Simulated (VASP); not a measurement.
Data:

```xyz
6
Lattice="4.3136 0.0000 0.0000 0.0000 4.3136 0.0000 0.0000 0.0000 4.3136" Properties=species:S:1:pos:R:3 pbc="T T T"
Cu     3.2352     1.0784     3.2352
Cu     1.0784     3.2352     3.2352
Cu     3.2352     3.2352     1.0784
Cu     1.0784     1.0784     1.0784
O      0.0000     0.0000     0.0000
O      2.1568     2.1568     2.1568
```

Level of theory: optB86b-vdW, VASP's PBE PAW potentials (set 64) (plane waves; VASP). Run with 520 eV cut-off, 5×5×5 Γ-centred mesh, Gaussian smearing of 0.050 eV, potentials Cu O.

### Question
Predict the energy per atom (σ→0), pressure, band gap (on the k-mesh) with the smallest direct gap where there is one.

### Answer

- band gap (on the k-mesh): 0.50 eV
- smallest direct gap (on the k-mesh): 0.50 eV
- energy per atom (σ→0): -2.154 eV/atom
- pressure: -3.26 GPa

The compound is Cu2O in the cuprite structure. This cell is one point of a volume scan, at 1.03 of the reference volume.
